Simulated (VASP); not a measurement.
# TiO2 (Anatase): what each functional gives, and what it costs, part 5 of 5

Which functional reproduces the measured band gap of TiO2 (Anatase), and what does it cost? The start is a cell from a database of measured crystal structures.

VASP 6.6.1, plane waves and PAW; the level of theory is named at each step.

So far, least gap on mesh and path (eV): step 2 (bands, level LDA) 1.98; step 4 (bands, level PBE) 2.09; step 5 (bands, level r2SCAN) 2.52; step 6 (bands, level TB-mBJ) 3.13; step 7 (bands, level TPSS) 2.19.

**10. Bands with r2SCAN0**

This step: r2SCAN0; plane waves and PAW (Ti_sv, O) (VASP 6.6.1).

r2SCAN0 replaces a quarter of the r2SCAN exchange by unscreened exact exchange.

File INCAR:

```
SYSTEM = TiO2
PREC = Accurate
ENCUT = 520
EDIFF = 1E-06
NELM = 100
ISMEAR = 0
SIGMA = 0.02
LREAL = .FALSE.
ALGO = Normal
LHFCALC = .TRUE.
AEXX = 0.25
METAGGA = R2SCAN
LASPH = .TRUE.
NBANDS = 30
PRECFOCK = Fast
HFRCUT = -1
LORBIT = 11
LWAVE = .FALSE.
LCHARG = .FALSE.
KPAR = 8
```

File POSCAR:

```
TiO2
1.0
   -1.8921000000      1.8921000000      4.7573000000
    1.8921000000     -1.8921000000      4.7573000000
    1.8921000000      1.8921000000     -4.7573000000
Ti O
2 4
Direct
    0.0000000000      0.0000000000      0.0000000000
    0.7500000000      0.2500000000      0.5000000000
    0.2081000000      0.2081000000      0.0000000000
    0.9581000000      0.4581000000      0.5000000000
    0.5419000000      0.0419000000      0.5000000000
    0.7919000000      0.7919000000      0.0000000000
```

File KPOINTS:

```
Automatic mesh
0
Gamma
5 5 5
0 0 0
```

File KPOINTS_OPT:

```
Line mode
6
Line-mode
Reciprocal
  0.00000000   0.00000000   0.00000000 GAMMA
  0.00000000   0.00000000   0.50000000 X

  0.00000000   0.00000000   0.50000000 X
 -0.07909283   0.07909283   0.50000000 Y

 -0.07909283   0.07909283   0.50000000 Y
 -0.28954641   0.28954641   0.28954641 S

 -0.28954641   0.28954641   0.28954641 S
  0.00000000   0.00000000   0.00000000 GAMMA

  0.00000000   0.00000000   0.00000000 GAMMA
  0.50000000   0.50000000  -0.50000000 Z

  0.50000000   0.50000000  -0.50000000 Z
  0.28954641   0.71045359  -0.28954641 S1

  0.28954641   0.71045359  -0.28954641 S1
  0.00000000   0.50000000   0.00000000 N

  0.00000000   0.50000000   0.00000000 N
  0.25000000   0.25000000   0.25000000 P

  0.25000000   0.25000000   0.25000000 P
  0.50000000   0.50000000  -0.07909283 Y1

  0.50000000   0.50000000  -0.07909283 Y1
  0.50000000   0.50000000  -0.50000000 Z

  0.00000000   0.00000000   0.50000000 X
  0.25000000   0.25000000   0.25000000 P
```

The projector-augmented-wave data sets are Ti_sv and O (PBE family, release 64).

On the command line:

```bash
> mpirun -np 8 vasp_std
```

Numbers of over 12 decimals in the logs are rounded to 6 here.

Log:

```text
[banner, memory and clock lines left out]
running    8 mpi-ranks, on    1 nodes
[...]
[... a notice as in an earlier step ...]

 [... a notice as in an earlier step ...]

 LDA part: xc-table for (None), standard interpolation
 found WAVECAR, reading the header
 POSCAR, INCAR and KPOINTS ok, starting setup
[...]
HFRCUT set to (new)   12.668058
 reading WAVECAR
 the WAVECAR file was read successfully
 initial charge from wavefunction
 entering main loop
       N       E                     dE             d eps       ncg     rms          rms(c)
DAV:   1    -0.832492893732E+02   -0.83249E+02   -0.46700E+00  1080   0.212E+01    0.507E+00
DAV:   2    -0.829138839047E+02    0.33541E+00   -0.91814E-01  1336   0.134E+01    0.191E+00
DAV:   3    -0.829158621092E+02   -0.19782E-02   -0.43858E-01  1450   0.626E+00    0.119E+00
DAV:   4    -0.829167953387E+02   -0.93323E-03   -0.39030E-02  1250   0.178E+00    0.681E-01
[...]
DAV:  12    -0.829142291938E+02   -0.18455E-05   -0.17482E-06   888   0.974E-03    0.811E-03
DAV:  13    -0.829142302626E+02   -0.10688E-05   -0.43516E-07   594   0.672E-03    0.530E-03
DAV:  14    -0.829142308239E+02   -0.56129E-06   -0.34756E-07   558   0.549E-03
   1 F= -.82914231E+02 E0= -.82914231E+02  d E =-.370609E-17
 Start KPOINTS_OPT (optional k-point list driver)
k-point batch [1-18\66]
       N       E                     dE             ncg
DAV:   1    -0.289438898125E+03   -0.26607E+05     1080
DAV:   2    -0.122679854554E+05   -0.11979E+05     1140
DAV:   3    -0.143265235978E+05   -0.20585E+04     1618
DAV:   4    -0.146683507766E+05   -0.34183E+03     1654
[...]
DAV:   8    -0.146853180355E+05   -0.47225E-03     1436
DAV:   9    -0.146853180509E+05   -0.15337E-04      964
DAV:  10    -0.146853180516E+05   -0.71772E-06      756
[...]
k-point batch [55-66\66]
       N       E                     dE             ncg
DAV:   1     0.104071421281E+05   -0.18940E+05      720
DAV:   2     0.247098218587E+04   -0.79362E+04      762
DAV:   3     0.110941392145E+04   -0.13616E+04     1052
```

Wall time 1.5 h (8 MPI ranks of Intel Xeon Platinum 8559C (Emerald Rapids), shared host).

The run was cut off at its time limit.

More ranks or a longer limit would be the way on.

**11. Bands with HSEsol**

This step: HSEsol; plane waves and PAW (Ti_sv, O) (VASP 6.6.1).

HSEsol is the screened hybrid built on PBEsol.

Changes to INCAR since step 10:

```diff
@@ -11,3 +11,4 @@
 AEXX = 0.25
-METAGGA = R2SCAN
+GGA = PS
+HFSCREEN = 0.2
 LASPH = .TRUE.
@@ -15,3 +16,2 @@
 PRECFOCK = Fast
-HFRCUT = -1
 LORBIT = 11
```

POSCAR is that of step 10.

KPOINTS is that of step 10.

KPOINTS_OPT is that of step 10.

On the command line:

```bash
> mpirun -np 8 vasp_std
```

Log:

```text
[banner, memory and clock lines left out]
running    8 mpi-ranks, on    1 nodes
[...]
[... a notice as in an earlier step ...]

 [... a notice as in an earlier step ...]

 LDA part: xc-table for (Slater+PW92), standard interpolation
 found WAVECAR, reading the header
 POSCAR, INCAR and KPOINTS ok, starting setup
[...]
reading WAVECAR
 the WAVECAR file was read successfully
 initial charge from wavefunction
 entering main loop
       N       E                     dE             d eps       ncg     rms          rms(c)
DAV:   1    -0.685728606562E+02   -0.68573E+02   -0.31679E+00  1080   0.172E+01    0.468E+00
DAV:   2    -0.683653879590E+02    0.20747E+00   -0.52921E-01  1264   0.104E+01    0.183E+00
DAV:   3    -0.683685837806E+02   -0.31958E-02   -0.17611E-01  1482   0.385E+00    0.981E-01
DAV:   4    -0.683615492028E+02    0.70346E-02   -0.36600E-02  1250   0.155E+00    0.452E-01
[...]
DAV:  11    -0.683625131490E+02   -0.25062E-05   -0.18111E-06  1030   0.975E-03    0.115E-02
DAV:  12    -0.683625143615E+02   -0.12124E-05   -0.47704E-07   588   0.667E-03    0.719E-03
DAV:  13    -0.683625149366E+02   -0.57513E-06   -0.30245E-07   558   0.484E-03
   1 F= -.68362515E+02 E0= -.68362515E+02  d E =-.502535E-57
 Start KPOINTS_OPT (optional k-point list driver)
k-point batch [1-18\66]
       N       E                     dE             ncg
DAV:   1    -0.945666569962E+01   -0.26327E+05     1080
DAV:   2    -0.115143823834E+05   -0.11505E+05     1140
```

Wall time 37 min (8 MPI ranks).

The run was cut off at its time limit.

More ranks or a longer limit would be the way on.

**12. The ladder as a table**

This step: ladder of functionals on one cell; plane waves and PAW (VASP 6.6.1).

No new run; the numbers come from the runs before.

A gap of 0 means none; cost is the wall time of each run, as given at its step, times its ranks, without the set-up around it. Results by level, by row:

| level | gap (eV) | least direct gap (eV) | pressure (GPa) | cost (core minutes) |
| --- | --- | --- | --- | --- |
| LDA | 1.98 | 2.334 | -5.52 | 9.2 |
| PBEsol | 2.046 | 2.395 | -0.38 | 10.1 |
| PBE | 2.094 | 2.439 | 5.89 | 9.47 |
| r2SCAN | 2.521 | 2.884 | 1.76 | 30.9 |
| TB-mBJ | 3.127 | 3.482 | - | 19.5 |
| TPSS | 2.194 | 2.547 | 5.72 | 35.9 |

**13. Summary of results**

```
gap, LDA    : 1.98 eV
gap, PBEsol : 2.05 eV
gap, PBE    : 2.09 eV
gap, r2SCAN : 2.52 eV
gap, TB-mBJ : 3.13 eV
gap, TPSS   : 2.19 eV
```

In words: For TiO2 (Anatase) the functional decides between a gap of 1.98 eV (LDA) and 3.13 eV (TB-mBJ), while across these levels the cost spans a factor of 3.9. The cheapest level whose gap lies within 0.23 eV of experiment (a bound picked here) is TB-mBJ, at 19 core minutes. In most such crystals zero-point and thermal motion narrow the gap, so the static value to match lies above the measured one, and levels a little over it fare better than the table shows. All levels use one geometry and one mesh, kept coarse to afford the hybrids, so no gap here is fully converged. Costs come from a shared host. Not obtained: HSE06, because the run hit its time limit. Not obtained: r2SCAN0, because the run hit its time limit. Not obtained: HSEsol, because the run hit its time limit. These are single-particle gaps of a static lattice, without excitons or temperature.

Comparison with the measured values:

| quantity | measured | LDA | PBEsol | PBE | r2SCAN | TB-mBJ | TPSS |
| --- | --- | --- | --- | --- | --- | --- | --- |
| band gap (least gap) (eV) | 3.261 | 1.98 (-1.28 eV) | 2.05 (-1.21 eV) | 2.09 (-1.17 eV) | 2.52 (-0.74 eV) | 3.13 (-0.13 eV) | 2.19 (-1.07 eV) |

Measured values from pmc:11477903 (2024).

How well it matches: For the band gap, of the levels listed nearest comes TB-mBJ (-0.13 eV, good agreement) and farthest LDA (-1.28 eV, a clear miss). An optical gap can lie under the band gap by the exciton's binding. Zero-point and thermal motion shift the measured gap. No cell relaxation is part of this session.

[Lines on the potential files, build, host, timing and source positions are cut from VASP's logs without a mark.]

[Logs are printed without paths, hosts, clocks, repeated set-up lines and the standing remarks that a program may print on its own settings, such as how far it seeks lower states.]

[Hosts, paths, dates, database ids (printed as entryN), source tags and the programs' standing remarks are cut or masked in the printed files.]

[A measured line is paired with the nearest computed mode of its activity, which favours agreement.]
